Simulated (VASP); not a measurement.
```yaml
crystal:
  lattice:
    - [3.73535, 0.00000, 0.00000]
    - [0.00000, 3.73535, 0.00000]
    - [0.00000, 0.00000, 3.73535]
  atoms:
    - { symbol: Y, position: [0.50000, 0.50000, 0.50000] }
    - { symbol: Tl, position: [0.00000, 0.00000, 0.00000] }
```

Computed with PBEsol GGA, VASP's PBE PAW potentials (set 64) (plane waves; VASP). Numerical set-up: 400 eV cut-off, Gaussian smearing of 0.050 eV, potentials Y_sv Tl_d.

Unless said otherwise, spin-orbit coupling is left out, though it shifts the bands of the heavy elements here.

Task: Predict the band gap (along the path) with the smallest direct gap where there is one.

Result: 
| Item | Result |
|---|---|
| band gap (along the path) | none (metal, semimetal or under 0.01 eV) |

Total energies compare only between runs with the same potentials, cut-off and functional.

The structure comes from a measured YTl entry (Pm-3m) of the Crystallography Open Database, whose conditions weren't checked. It was relaxed first.
